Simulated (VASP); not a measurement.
Output of a VASP run:

**OSZICAR**
```
       N       E                     dE             d eps       ncg     rms          rms(c)
DAV:   1     0.802381495069E+01    0.80238E+01   -0.41248E+03   896   0.897E+02
DAV:   2    -0.150336964169E+02   -0.23058E+02   -0.22031E+02  1392   0.112E+02
DAV:   3    -0.153003148797E+02   -0.26662E+00   -0.26662E+00  1048   0.156E+01
DAV:   4    -0.153010174864E+02   -0.70261E-03   -0.70261E-03  1448   0.779E-01
DAV:   5    -0.153010176945E+02   -0.20811E-06   -0.20811E-06  1064   0.122E-02    0.769E+00
DAV:   6    -0.145360959452E+02    0.76492E+00   -0.20296E+00  1000   0.783E+00    0.409E+00
DAV:   7    -0.144127994200E+02    0.12330E+00   -0.32027E-01  1360   0.345E+00    0.129E+00
DAV:   8    -0.143995767895E+02    0.13223E-01   -0.35955E-02   992   0.122E+00    0.255E-01
DAV:   9    -0.143995983755E+02   -0.21586E-04   -0.53278E-04  1328   0.215E-01    0.160E-01
DAV:  10    -0.143995911271E+02    0.72485E-05   -0.13033E-04   936   0.810E-02    0.271E-02
DAV:  11    -0.143995933805E+02   -0.22535E-05   -0.40484E-06  1416   0.156E-02    0.358E-02
DAV:  12    -0.143995931210E+02    0.25947E-06   -0.14211E-06   928   0.652E-03    0.639E-03
DAV:  13    -0.143995931257E+02   -0.46855E-08   -0.35115E-08   496   0.156E-03
   1 F= -.14399593E+02 E0= -.14399593E+02  d E =0.000000E+00
```

OUTCAR:
```
------------------------ aborting loop because EDIFF is reached ----------------------------------------
  FORCE on cell =-STRESS in cart. coord.  units (eV):
  Direction    XX          YY          ZZ          XY          YZ          ZX
  --------------------------------------------------------------------------------------
  Total       -0.0023718     -0.0023718     -0.0023718      0.0000000      0.0000000     -0.0000000
  in kB       -0.1679642     -0.1679642     -0.1679642      0.0000000      0.0000000     -0.0000000
  external PRESSURE =      -0.1679642 kB  Pullay stress =       0.0000000 kB
  volume of cell :       22.62
      direct lattice vectors                 reciprocal lattice vectors
     0.000000000  2.244821694  2.244821694    -0.222734840  0.222734840  0.222734840
     2.244821694  0.000000000  2.244821694     0.222734840 -0.222734840  0.222734840
     2.244821694  2.244821694  0.000000000     0.222734840  0.222734840 -0.222734840
  FREE ENERGIE OF THE ION-ELECTRON SYSTEM (eV)
  ---------------------------------------------------
  free  energy   TOTEN  =       -14.3995931257 eV

  energy  without entropy=      -14.3995931257  energy(sigma->0) =      -14.39959313

 total charge

# of ion       s       p       d       tot
------------------------------------------
    1        0.668   1.321   0.000   1.989
    2        0.994   1.602   0.000   2.597
--------------------------------------------------
tot          1.662   2.923   0.000   4.586
```
(Selected blocks of OUTCAR.)

POSCAR:
```
BP
1
    0.0000000000     2.2448216940     2.2448216940
    2.2448216940     0.0000000000     2.2448216940
    2.2448216940     2.2448216940     0.0000000000
B P
1 1
Direct
  0.0000000000   0.0000000000   0.0000000000
  0.2500000000   0.2500000000   0.2500000000
```

Write an INCAR and KPOINTS that could have produced this output.

One answer among several that fit: the input of the run itself, LDA (Ceperley-Alder, Perdew-Zunger), plane waves, VASP's LDA PAW potentials (set 64).

### KPOINTS
```
K-points
0
Gamma
  11 11 11
0 0 0
```

INCAR:
```
EDIFF = 1E-7   # SCF stop (eV)
NEDOS = 601
ALGO = Normal
LORBIT = 11   # lm-projected
PREC = Accurate
LCHARG = T
NELM = 100   # most electronic steps
LREAL = F
ISIF = 2
ISMEAR = -5   # tetrahedra, Bloechl
SYSTEM = BP
LWAVE = F
LASPH = T   # aspherical one-centre terms
ENCUT = 520
```

POTCAR, in this order: B P (LDA.64 set). Program: vasp_std.

The structure comes from a computed database's BP entry (F-43m); how it stands against other phases isn't given here. It was relaxed first.
